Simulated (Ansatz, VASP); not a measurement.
# NbTe2 in two plane-wave programs, part 2 of 2

One calculation is typed for both programs; each brings its own data sets. How far apart do they land? Of the first pair: The structure shown is the start of the Ansatz relaxation below; VASP solves that cell, so the two are compared at the walk's first step.

VASP 6.6.1 and Ansatz 0.2.0.

So far: The structure; Ansatz: relaxation, PBEsol; VASP: single point, PBEsol, start cell, pair 1.

## Step 4: Differences

Known differences besides the potentials themselves: Ansatz cuts the interaction across the vacuum, VASP repeats the sheet with a dipole correction; the data sets hold 45 valence electrons in Ansatz (on its PAW soft_1 files) and 25 in VASP; Ansatz makes its cores anew for this functional, VASP keeps those of its PBE data sets; Ansatz takes its cutoff from its data sets, VASP runs at 400 eV. Total energies have different zeros and are not compared.

Forces (eV/Å; atoms numbered as in POSCAR):

| atom | Ansatz x, y, z | VASP x, y, z |
| --- | --- | --- |
| Nb1 | 0.000, 0.000, 0.000 | 0.000, 0.000, 0.000 |
| Te2 | 0.000, 0.000, 0.252 | 0.000, 0.000, 0.268 |
| Te3 | 0.000, 0.000, -0.252 | 0.000, 0.000, -0.268 |

The forces differ by 7.4 meV/Å r.m.s., which is 5.9 % of the r.m.s. force of 0.126 eV/Å (both taken over all components). With vacuum in the cell, a pressure given here is an average over mostly empty space and none of the material.

## Step 5: Ansatz: relaxation, PBEsol

This run makes the geometry at which the two programs are then compared.

The structure compared here is the end of the Ansatz relaxation.

input.yaml reads:

```yaml
crystal:
  lattice:
    - [3.6197089158, 0.0, 0.0]
    - [-1.8098544579, 3.1347598754, 0.0]
    - [0.0, 0.0, 31.0]
  atoms:
    - { symbol: Nb, position: [0.3333333333, 0.6666666667, 0.3225806452] }
    - { symbol: Te, position: [0.6666666667, 0.3333333333, 0.381996461] }
    - { symbol: Te, position: [0.6666666667, 0.3333333333, 0.2631648293] }
  periodic: [true, true, false]
kpoints:
  mp_grid: { grid: [18, 18, 1] }
hamiltonian:
  xc: pbesol
  pseudopotentials: { kind: paw, azcp: { folder: soft_1 }, xc_functional: pbe }
scf:
  occupations: { method: methfessel_paxton, width: 0.2 }
output:
  forces: true
  stress: true
  eigenvalues: true
  write_density: true
  write_potential: true
  elf: true
  volumetric_format: npy
relax:
  adjacent_minimum: "off"
  f_tol: 0.001
  max_steps: 60
  cell: { stress_2d_tol: 0.002 }
```

Started as:

```console
> ansatz run input.yaml --threads 8 --pin off --max-ram 16384MiB --backend cpu --events-out ev --progress --plain --runs-dir out
```

Numbers of over 12 decimals in the logs are rounded to 6 here.

The program printed:

```text
[...]
Crystal: 3 atoms, lattice volume = 351.754 Å³
Basis set: ecut = 420 eV, 6763 PW (Γ), exchange–correlation on 50×50×432 points (8 copies of the dense FFT grid, shifted against one another)
Bands: 27, of which v1, the nominal top of the filled ones, is band 23 counted from 1 (22 counted from 0)
Symmetry: 12 space group operations
[...]
--- Relaxed structure (4 steps of the walk, 3 accepted, 1 SCFs on fresh bases) ---
[...]
cell:  # Å, volume = 351.6192 Å³
    - [3.619013, 0, 0.0]
    - [-1.809506, 3.134157, 0.0]
    - [0.0, 0.0, 31.0]
  atoms:
    - { symbol: Nb, position: [0.333333, 0.666667, 0.322581] }
    - { symbol: Te, position: [0.666667, 0.333333, 0.382017] }
    - { symbol: Te, position: [0.666667, 0.333333, 0.263144] }
[key lines of the parts left out:]
SCF converged after 9 iterations
Free energy (F): -18299.892441 eV
Fermi energy:    -5.056709 eV
P = ½ c Tr σ = -0.0012 N/m
```

## Step 6: VASP: single point, PBEsol, relaxed cell, pair 2

The same cell, functional, mesh and smearing now go to VASP, with its own data sets.

INCAR reads:

```
SYSTEM = NbTe2
PREC = Accurate
ENCUT = 400
EDIFF = 1E-06
NELM = 120
ISMEAR = 1
SIGMA = 0.2
LREAL = .FALSE.
ALGO = Normal
GGA = PS
NBANDS = 18
LASPH = .TRUE.
LORBIT = 11
LWAVE = .FALSE.
LCHARG = .FALSE.
ISIF = 2
LDIPOL = .TRUE.
IDIPOL = 3
DIPOL = 0.5 0.5 0.323
LVHAR = .TRUE.
GGA_COMPAT = .FALSE.
NELMDL = -8
KPAR = 2
```

POSCAR reads:

```
NbTe2
1.0
    3.6190128100      0.0000000000      0.0000000000
   -1.8095064050      3.1341570301      0.0000000000
    0.0000000000      0.0000000000     31.0000000000
Nb Te
1 2
Direct
    0.3333333333      0.6666666667      0.3225806452
    0.6666666667      0.3333333333      0.3820173590
    0.6666666667      0.3333333333      0.2631439313
```

KPOINTS reads:

```
Automatic mesh
0
Gamma
18 18 1
0 0 0
```

Potentials, in the order of the species: Nb_sv and Te (PBE family, release 64).

Started as:

```console
> mpirun -np 2 vasp_std
```

The program printed:

```text
[banner, memory and clock lines left out]
running    2 mpi-ranks, on    1 nodes
[...]
[... a notice as in an earlier step ...]

 LDA part: xc-table for (Slater+PW92), standard interpolation
 POSCAR, INCAR and KPOINTS ok, starting setup
[...]
entering main loop
       N       E                     dE             d eps       ncg     rms          rms(c)
DAV:   1     0.124582475584E+03    0.12458E+03   -0.96626E+03  1892   0.803E+02
DAV:   2    -0.532484959549E+01   -0.12991E+03   -0.12791E+03  1922   0.209E+02
DAV:   3    -0.197540829232E+02   -0.14429E+02   -0.14338E+02  2640   0.589E+01
DAV:   4    -0.200632896516E+02   -0.30921E+00   -0.30580E+00  1760   0.991E+00
[...]
DAV:  25    -0.192050932745E+02   -0.21257E-05   -0.35204E-08  1038   0.582E-04    0.237E-04
DAV:  26    -0.192050944396E+02   -0.11651E-05   -0.17963E-08   980   0.528E-04    0.236E-04
DAV:  27    -0.192050948699E+02   -0.43032E-06   -0.47352E-09   826   0.444E-04
   1 F= -.19205095E+02 E0= -.19200934E+02  d E =-.124818E-01
```

Parts of OUTCAR (step 6):

```text
  Total       -0.0630550     -0.0630550     -0.0341427      0.0000000      0.0000000      0.0000000
  in kB       -0.2873145     -0.2873145     -0.1555738      0.0000000      0.0000000      0.0000000
  external PRESSURE =      -0.2434010 kB  Pullay stress =       0.0000000 kB

 POSITION                                       TOTAL-FORCE (eV/Angst)
 -----------------------------------------------------------------------------------
     -0.00000      2.08944     10.00000         0.000000     -0.000000     -0.000000
      1.80951      1.04472     11.84254        -0.000000      0.000000      0.013533
      1.80951      1.04472      8.15746        -0.000000      0.000000     -0.013533
 -----------------------------------------------------------------------------------
    total drift:                                0.000001     -0.000000      0.000031

  FREE ENERGIE OF THE ION-ELECTRON SYSTEM (eV)
  ---------------------------------------------------
  free  energy   TOTEN  =       -19.2050948699 eV

  energy  without entropy=      -19.1926131133  energy(sigma->0) =      -19.20093428

[... 3 further parts left out ...]
[key lines of the parts left out:]
E-fermi :  -2.2464
```

The run ends at a pressure of -0.02 GPa, with forces up to 0.014 eV/Å.

## Step 7: Differences

What differs besides the data sets and the points named for the pairs above, as far as they apply: the data sets hold 45 valence electrons in Ansatz (on its PAW soft_1 files) and 25 in VASP; the cutoff is 420 eV in Ansatz and 400 eV in VASP. Total energies have different zeros and are not compared.

At this near-relaxed geometry the largest component of a force difference is 14 meV/Å. With vacuum in the cell, a pressure given here is an average over mostly empty space and none of the material.

## Step 8: What came out

```
r.m.s. force difference (single point, PBEsol, start cell, pair 1)   : 7.4 meV/Å
r.m.s. force difference (single point, PBEsol, relaxed cell, pair 2) : 6.5 meV/Å
```

The r.m.s. force difference is 7.4 meV/Å (single point, PBEsol, start cell, pair 1), within the 12 meV/Å picked in this series as the mark of a large difference. The data sets hold unlike numbers of valence electrons (45 in Ansatz and 25 in VASP), so part of the differences comes from the potentials. 1 further run of this series is not shown here. How closely two codes agree says nothing of how well the functional describes the real material.

[Lines on the potential files, build, host, timing and source positions are cut from VASP's logs without a mark.]

[Logs are printed without paths, hosts, clocks, repeated set-up lines and the standing remarks that a program may print on its own settings, such as how far it seeks lower states.]

[Hosts, paths, dates, database ids (printed as entryN), source tags and the programs' standing remarks are cut or masked in the printed files.]
